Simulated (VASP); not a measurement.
A convergence study with VASP on CoGa (CsCl type): one setting is varied, all else stays as given below, so the limit is that of these other settings.

```
CELL_PARAMETERS angstrom
      2.88000     0.00000     0.00000
      0.00000     2.88000     0.00000
      0.00000     0.00000     2.88000
ATOMIC_POSITIONS crystal
  Ga 0.50000 0.50000 0.50000
  Co 0.00000 0.00000 0.00000
```

Level of theory: PBE GGA, VASP's PBE PAW potentials (set 64) (plane waves; VASP). The tightest run used: 550 eV cut-off, 22×22×22 Γ-centred mesh, first-order Methfessel-Paxton smearing of 0.10 eV, potentials Ga_d Co.

| setting | E (eV/atom) | pressure (GPa) | irreducible k-points |
|---|---|---|---|
| 2×2×2 mesh | -5.2268 | 1.41 | 4 |
| 3×3×3 mesh | -5.2582 | -0.69 | 4 |
| 4×4×4 mesh | -5.2067 | 1.20 | 10 |
| 5×5×5 mesh | -5.2483 | 0.22 | 10 |
| 6×6×6 mesh | -5.2437 | 0.33 | 20 |
| 7×7×7 mesh | -5.2323 | 0.57 | 20 |
| 8×8×8 mesh | -5.2371 | 0.56 | 35 |

Task: These are the cheaper rows. Estimate the results at 22×22×22 mesh, and how far the last row shown lies from them.

Result: 
| quantity | tightest run | last row shown is off by |
|---|---|---|
| E (eV/atom) | -5.2389 | 0.0018 |
| pressure (GPa) | 0.44 | 0.12 |

Left out are rungs that failed or repeat a setting and relaxations that didn't move; long series are thinned to 24 rows.

The compound is CoGa in the CsCl type structure. The cell was not relaxed at this level. The run is not spin-polarised, so no magnetic state was tried.
